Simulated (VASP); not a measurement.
Write the native input for VASP 6.6.1 that does the following.

| Property | Result |
| --- | --- |
| Task | relaxation of cell and atoms |
| Functional | LDA |
| Potentials or basis | VASP PAW LDA potentials, release 64 (Sc_sv, Zn) |
| Cutoff | 600 eV |
| k mesh | 12 × 12 × 12 |
| Occupations | gaussian, width 0.1 eV |
| Spin | no spin polarisation |
| Dipole correction | no |
| Further INCAR settings | ALGO = Normal; EDIFF = 1e-06; IBRION = 2; EDIFFG = -0.005; NSW = 100; ISIF = 3 |

The structure of ScZn lies in POSCAR:

```
ScZn
1.0
    3.3500000000      0.0000000000      0.0000000000
    0.0000000000      3.3500000000      0.0000000000
    0.0000000000      0.0000000000      3.3500000000
Sc Zn
1 1
Direct
    0.0000000000      0.0000000000      0.0000000000
    0.5000000000      0.5000000000      0.5000000000
```

The input as run:

INCAR

```
SYSTEM = ScZn
PREC = Accurate ; ENCUT = 600
EDIFF = 1E-6 ; ISMEAR = 0
SIGMA = 0.1 ; LREAL = .FALSE.
LASPH = .TRUE. ; NELM = 80
ALGO = Normal ; ISIF = 3
LWAVE = .FALSE. ; LCHARG = .FALSE.
IBRION = 2 ; NSW = 100
EDIFFG = -0.005
```

KPOINTS

```
Automatic mesh
0
G
  12 12 12
  0 0 0
```

Potentials or basis: VASP PAW LDA potentials, release 64 (Sc_sv, Zn).

The run is started by

```bash
$ cat potpaw_LDA.64/Sc_sv/POTCAR potpaw_LDA.64/Zn/POTCAR > POTCAR
$ mpirun -np 1 vasp_std > vasp.out
```

It gave:

```
Relaxed volume                         : 17.35 Å³/atom
Relaxed cell                           : a = 3.261 Å, b = 3.261 Å, c = 3.261 Å, α = 90.00°, β = 90.00°, γ = 90.00°
Space group after relaxing (to 0.05 Å) : Pm-3m (No. 221)
Energy gained by relaxing              : 30.3 meV/atom
Ionic steps                            : 3
Pressure after relaxing                : 0.0 GPa
Band gap on the k mesh                 : none (metal or under the smearing width)
```

It took 44 s on 1 thread of Intel(R) Xeon(R) 6975P-C (Granite Rapids), with other jobs on the host, peak memory 0.19 GiB.
